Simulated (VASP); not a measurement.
Input:

```
CELL_PARAMETERS angstrom
      0.00000     3.26380     3.26380
      3.26380     0.00000     3.26380
      3.26380     3.26380     0.00000
ATOMIC_POSITIONS crystal
  Na 0.00000 0.00000 0.00000
  I  0.50000 0.50000 0.50000
```

Calculation: PBE GGA, VASP's PBE PAW potentials (set 64) (plane waves; VASP). Numerical set-up: 520 eV cut-off, Gaussian smearing of 0.050 eV, potentials Na_pv I.

Unless said otherwise, spin-orbit coupling is left out, though it shifts the bands of the heavy elements here.

Problem. Give the energies of bands 5 to 10 at the high-symmetry points, in eV from the valence-band maximum.

Solution. 
```tsv
band	Γ	X	U	L	W
5	0.00	-1.82	-1.57	-2.09	-1.34
6	0.00	-0.71	-1.28	-0.27	-1.34
7	0.00	-0.71	-0.57	-0.27	-0.89
8	3.58	4.47	5.19	5.09	5.76
9	7.93	5.60	6.66	7.42	7.45
10	7.93	9.71	8.60	7.42	7.45
```

The gap is direct, 3.57 eV, from the valence maximum at Γ to the conduction minimum at Γ.

Measured: gap 5.90 eV (computed value off by -2.33 eV), as given by Abedi et al., (2022), arXiv:2211.14644.

The compound is NaI in the rock salt structure. It was relaxed first.
